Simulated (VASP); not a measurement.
The system is HfTeSe5.

```xyz
14
Lattice="8.5000 0.0000 0.0000 0.0000 8.5000 0.0000 0.0000 0.0000 5.2000" Properties=species:S:1:pos:R:3 pbc="T T T"
Hf    4.2500    0.0000    1.1440
Hf    0.0000    4.2500    4.0560
Te    0.0000    0.0000    0.0000
Te    4.2500    4.2500    0.0000
Se    7.6330    1.8020    3.7960
Se    6.6980    7.6330    1.4040
Se    1.8020    0.8670    1.4040
Se    0.8670    6.6980    3.7960
Se    4.2500    0.0000    3.8480
Se    6.0520    5.1170    3.7960
Se    3.3830    6.0520    1.4040
Se    5.1170    2.4480    1.4040
Se    2.4480    3.3830    3.7960
Se    0.0000    4.2500    1.3520
```

The cell was built by a generator and needn't be a form met in nature.

| Item | Value |
| --- | --- |
| Program | VASP 6.6.1 |
| Task | relaxation of cell and atoms |
| Functional | PBE |
| Potentials or basis | VASP PAW PBE potentials, release 64 (Hf_pv, Te, Se) |
| Cutoff | 520 eV |
| k mesh | 2 × 2 × 3 |
| Occupations | gaussian, width 0.15 eV |
| Spin | no spin polarisation |

At the start: pressure 6.7 GPa; volume 26.84 Å³/atom.

Task: How do energy, volume and symmetry change on relaxing?

Result: Over 13 steps the energy falls by 103.7 meV/atom and the volume is 28.08 Å³/atom (+4.6 %); space group P4/n (No. 85, to 0.05 Å).

Step by step:
```
step  energy change (eV)  largest force (eV/Å)  pressure (GPa)  volume (Å³)
   1              0.0000                1.4467            6.72       375.70
   2             -0.7259                0.4661           -3.54       440.29
   3             -1.0126                0.5551           -0.82       415.16
   4             -1.1676                0.4196           -0.58       410.62
   5             -1.3365                0.3328            0.82       397.11
   6             -1.3405                0.2871            0.68       398.72
   7             -1.3765                0.1132           -0.77       405.19
   8             -1.3790                0.1528           -0.59       403.88
   9             -1.4157                0.1137           -0.34       399.40
  10             -1.4391                0.0843           -0.07       392.01
  11             -1.4520                0.0940            0.19       390.40
  12             -1.4521                0.0899            0.20       389.98
  13             -1.4514                0.0648           -0.29       393.08
```

Final structure:
```
CELL_PARAMETERS angstrom
8.65802 0.00000 0.00000
0.00000 8.65802 0.00000
0.00000 0.00000 5.24373
ATOMIC_POSITIONS crystal
Hf 0.50000 0.00000 0.18946
Hf 0.00000 0.50000 0.81054
Te 0.00000 0.00000 0.00000
Te 0.50000 0.50000 0.00000
Se 0.88510 0.21902 0.70089
Se 0.78098 0.88510 0.29911
Se 0.21902 0.11490 0.29911
Se 0.11490 0.78098 0.70089
Se 0.50000 0.00000 0.70953
Se 0.71902 0.61490 0.70089
Se 0.38510 0.71902 0.29911
Se 0.61490 0.28098 0.29911
Se 0.28098 0.38510 0.70089
Se 0.00000 0.50000 0.29047
```

Caveat: the k mesh is coarse (spacing up to 0.40 Å⁻¹), so the values aren't converged.
